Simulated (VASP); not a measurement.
Method: rev-vdW-DF2, VASP's PBE PAW potentials (set 64) (plane waves; VASP).

Input for VASP

POSCAR:
```
BaZrO3
1
    4.2552419663     0.0000000000     0.0000000000
    0.0000000000     4.2552419663     0.0000000000
    0.0000000000     0.0000000000     4.2552419663
Ba Zr O
1 1 3
Direct
  0.0000000000   0.0000000000   0.0000000000
  0.5000000000   0.5000000000   0.5000000000
  0.5000000000   0.0000000000   0.5000000000
  0.0000000000   0.5000000000   0.5000000000
  0.5000000000   0.5000000000   0.0000000000
```

### INCAR
```
AGGAC=0.0
ALGO=Normal
EDIFF=1E-7
ENCUT=520
GGA=MK
ISIF=2
ISMEAR=0
LASPH=T
LCHARG=F
LMAXMIX=4
LREAL=F
LUSE_VDW=T
LWAVE=F
NELM=100
PARAM1=0.1234568
PARAM2=0.7114
PREC=Accurate
SIGMA=0.05
SYSTEM=BaZrO3
ZAB_VDW=-1.8867
```

### KPOINTS
```
Regular mesh
0
Gamma
5 5 5
```

POTCAR, in this order: Ba_sv Zr_sv O (PBE.64 set). Program: vasp_std.

Output of the run:

File OUTCAR:
```
 ion  position               nearest neighbor table
   1  0.000  0.000  0.000-   3 3.01   4 3.01   5 3.01   3 3.01   4 3.01   4 3.01   5 3.01   4 3.01
                             3 3.01   5 3.01   3 3.01   5 3.01   2 3.69   2 3.69   2 3.69   2 3.69
   2  0.500  0.500  0.500-   3 2.13   4 2.13   5 2.13   5 2.13   3 2.13   4 2.13   1 3.69   1 3.69
                             1 3.69   1 3.69   1 3.69   1 3.69   1 3.69   1 3.69
   3  0.500  0.000  0.500-   2 2.13   2 2.13   1 3.01   1 3.01   1 3.01   1 3.01
   4  0.000  0.500  0.500-   2 2.13   2 2.13   1 3.01   1 3.01   1 3.01   1 3.01
   5  0.500  0.500  0.000-   2 2.13   2 2.13   1 3.01   1 3.01   1 3.01   1 3.01
  LATTYP: Found a simple cubic cell.
 ALAT       =     4.2552419663
 Subroutine PRICEL returns:
 Original cell was already a primitive cell.
 Subroutine GETGRP returns: Found 48 space group operations
The static configuration has the point symmetry O_h .
The dynamic configuration has the point symmetry O_h .
 Subroutine INISYM returns: Found 48 space group operations
 Subroutine IBZKPT returns following result:
 Found     10 irreducible k-points:

 Following reciprocal coordinates:
            Coordinates               Weight
  0.000000  0.000000  0.000000      1.000000
  0.200000  0.000000  0.000000      6.000000
  0.400000  0.000000  0.000000      6.000000
  0.200000  0.200000  0.000000     12.000000
...
```

### OSZICAR
```
       N       E                     dE             d eps       ncg     rms          rms(c)
DAV:   1     0.337520222208E+03    0.33752E+03   -0.22318E+04   480   0.163E+03
DAV:   2    -0.209441713296E+02   -0.35846E+03   -0.35278E+03   648   0.392E+02
DAV:   3    -0.413939796937E+02   -0.20450E+02   -0.20434E+02   776   0.932E+01
DAV:   4    -0.418630208939E+02   -0.46904E+00   -0.46895E+00   656   0.113E+01
DAV:   5    -0.418791062310E+02   -0.16085E-01   -0.16085E-01   712   0.136E+00    0.278E+01
DAV:   6    -0.341947108251E+02    0.76844E+01   -0.49916E+01   576   0.440E+01    0.125E+01
DAV:   7    -0.341081982493E+02    0.86513E-01   -0.38065E+00   704   0.112E+01    0.719E+00
DAV:   8    -0.340762968047E+02    0.31901E-01   -0.38603E-01   640   0.494E+00    0.700E-01
DAV:   9    -0.340753347107E+02    0.96209E-03   -0.58297E-02   704   0.143E+00    0.494E-01
DAV:  10    -0.340768316930E+02   -0.14970E-02   -0.17128E-02   648   0.116E+00    0.271E-01
DAV:  11    -0.340763534275E+02    0.47827E-03   -0.28766E-03   640   0.467E-01    0.404E-02
DAV:  12    -0.340763984317E+02   -0.45004E-04   -0.16129E-04   608   0.986E-02    0.291E-02
DAV:  13    -0.340763989290E+02   -0.49726E-06   -0.27832E-05   712   0.391E-02    0.571E-03
DAV:  14    -0.340763996296E+02   -0.70059E-06   -0.28707E-06   696   0.132E-02    0.269E-03
DAV:  15    -0.340763995938E+02    0.35787E-07   -0.42523E-07   600   0.403E-03
   1 F= -.34076400E+02 E0= -.34076400E+02  d E =-.240281E-28
```

File OUTCAR:
```
------------------------ aborting loop because EDIFF is reached ----------------------------------------
  FORCE on cell =-STRESS in cart. coord.  units (eV):
  Direction    XX          YY          ZZ          XY          YZ          ZX
  --------------------------------------------------------------------------------------
  Total       -2.0984118     -2.0984118     -2.0984118      0.0000000     -0.0000000     -0.0000000
  in kB      -43.6343500    -43.6343500    -43.6343500      0.0000000     -0.0000000     -0.0000000
  external PRESSURE =     -43.6343500 kB  Pullay stress =       0.0000000 kB
  volume of cell :       77.05
      direct lattice vectors                 reciprocal lattice vectors
     4.255241966  0.000000000  0.000000000     0.235004262  0.000000000  0.000000000
     0.000000000  4.255241966  0.000000000     0.000000000  0.235004262  0.000000000
     0.000000000  0.000000000  4.255241966     0.000000000  0.000000000  0.235004262
 POSITION                                       TOTAL-FORCE (eV/Angst)
 -----------------------------------------------------------------------------------
      0.00000      0.00000      0.00000         0.000000      0.000000      0.000000
      2.12762      2.12762      2.12762         0.000000      0.000000      0.000000
      2.12762      0.00000      2.12762         0.000000      0.000000      0.000000
      0.00000      2.12762      2.12762         0.000000      0.000000      0.000000
      2.12762      2.12762      0.00000         0.000000      0.000000      0.000000
 -----------------------------------------------------------------------------------
    total drift:                                0.000000     -0.000000     -0.000000
  FREE ENERGIE OF THE ION-ELECTRON SYSTEM (eV)
  ---------------------------------------------------
  free  energy   TOTEN  =       -34.0763995938 eV

  energy  without entropy=      -34.0763995938  energy(sigma->0) =      -34.07639959
```
(Selected blocks of OUTCAR.)

OUTCAR:
```
 val. band max:        3.2320118548   @ k =   0.4000   0.4000   0.4000

 cond. band min:       6.4208059208   @ k =   0.0000   0.0000   0.0000


 Fermi energy:         3.6179566712

 k-point     1 :       0.0000    0.0000    0.0000
  band No.  band energies     occupation
      1     -43.9414      2.00000
      2     -22.0765      2.00000
      3     -22.0548      2.00000
      4     -22.0548      2.00000
      5     -22.0548      2.00000
      6     -12.8519      2.00000
      7     -12.5372      2.00000
      8     -12.5372      2.00000
      9      -7.1925      2.00000
     10      -7.1925      2.00000
     11      -7.1925      2.00000
     12       1.8193      2.00000
     13       1.8193      2.00000
     14       1.8193      2.00000
     15       2.4049      2.00000
     16       2.4049      2.00000
     17       2.4049      2.00000
     18       3.0639      2.00000
     19       3.0639      2.00000
     20       3.0639      2.00000
     21       6.4208      0.00000
     22       6.4208      0.00000
     23       6.4208      0.00000
     24       7.9078      0.00000

 k-point     2 :       0.2000    0.0000    0.0000
  band No.  band energies     occupation
      1     -43.9405      2.00000
      2     -22.2088      2.00000
      3     -22.0529      2.00000
      4     -22.0529      2.00000
      5     -21.9744      2.00000
      6     -12.8577      2.00000
      7     -12.5295      2.00000
      8     -12.3178      2.00000
      9      -7.1715      2.00000
     10      -7.1715      2.00000
     11      -7.1341      2.00000
     12       1.2063      2.00000
     13       1.7173      2.00000
     14       1.7173      2.00000
     15       2.0894      2.00000
     16       2.0894      2.00000
     17       2.1543      2.00000
     18       2.2972      2.00000
     19       2.9489      2.00000
     20       2.9489      2.00000
     21       6.5433      0.00000
     22       7.1969      0.00000
     23       7.1969      0.00000
     24       8.4693      0.00000
...
```

Unless said otherwise, spin-orbit coupling is left out, though it shifts the bands of the heavy elements here.

The compound is BaZrO3 in the cubic perovskite structure. This cell is one point of a volume scan, at 1.03 of the reference volume.
